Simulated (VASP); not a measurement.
```yaml
crystal:
  lattice:
    - [0.00000, 2.97090, 2.97090]
    - [2.97090, 0.00000, 2.97090]
    - [2.97090, 2.97090, 0.00000]
  atoms:
    - { symbol: In, position: [0.00000, 0.00000, 0.00000] }
    - { symbol: P, position: [0.25000, 0.25000, 0.25000] }
```

Level of theory: LDA (Ceperley-Alder, Perdew-Zunger), VASP's LDA PAW potentials (set 64) (plane waves; VASP 6.6.1). Numerical set-up: 520 eV cut-off, 8×8×8 Γ-centred mesh, Gaussian smearing of 0.050 eV, potentials In_d P.

Q: Give the stress tensor in GPa (positive for a compressed cell).

A: 
```
-3.65   0.00   0.00
 0.00  -3.65   0.00
 0.00   0.00  -3.65
```
The pressure is its mean diagonal, -3.65 GPa.

The compound is InP in the zinc blende structure. This cell is one point of a volume scan, at 1.06 of the reference volume.
